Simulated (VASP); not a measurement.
Level of theory: LDA (Ceperley-Alder, Perdew-Zunger) with spin-orbit coupling, VASP's LDA PAW potentials (set 64) (plane waves; VASP).

VASP ran on this input.

KPOINTS:
```
Automatic mesh
0
G
  5 5 5
0 0 0
```

File POSCAR:
```
Tl2Au
1
   -3.6300000000     3.6300000000     2.8000000000
    3.6300000000    -3.6300000000     2.8000000000
    3.6300000000     3.6300000000    -2.8000000000
Au Tl
2 4
Direct
  0.2500000000   0.2500000000   0.0000000000
  0.7500000000   0.7500000000   0.0000000000
  0.6600000000   0.1600000000   0.8200000000
  0.1600000000   0.3400000000   0.5000000000
  0.3400000000   0.8400000000   0.1800000000
  0.8400000000   0.6600000000   0.5000000000
```

### INCAR
```
ALGO = Normal
EDIFF = 1E-6
ENCUT = 300
GGA_COMPAT = .False.
ISIF = 2
ISMEAR = 0
LASPH = .True.
LCHARG = .False.
LMAXMIX = 6
LNONCOLLINEAR = .True.
LORBIT = 11
LREAL = .False.
LSORBIT = .True.
LWAVE = .False.
MAGMOM = 18*0.0
NELM = 100
PREC = Accurate
SIGMA = 0.2
SYSTEM = Tl2Au
```

POTCAR, in this order: Au Tl_d (LDA.64 set). Program: vasp_ncl.

### Question
What will the output report for the number of irreducible k-points (NKPTS), largest plane-wave count, number of space-group operations, FFT grid (NGX, NGY, NGZ)?

### Answer

The number of irreducible k-points (NKPTS) is 18, the largest plane-wave count is 3560 and the number of space-group operations is 16. The FFT grid (NGX, NGY, NGZ) is 36 × 36 × 36.

The structure comes from a measured Tl2Au entry of the Crystallography Open Database, whose conditions weren't checked. The cell was not relaxed at this level. The run is one of a series of settings (GGA_COMPAT = .FALSE., LNONCOLLINEAR = .TRUE., LSORBIT = .TRUE., MAGMOM = 0.0 0.0 0.0 0.0 0.0 0.0 0.0 0.0 0.0 0.0 0.0 0.0 0.0 0.0 0.0 0.0 0.0 0.0, program vasp_ncl against the base run), some of them coarse on purpose.
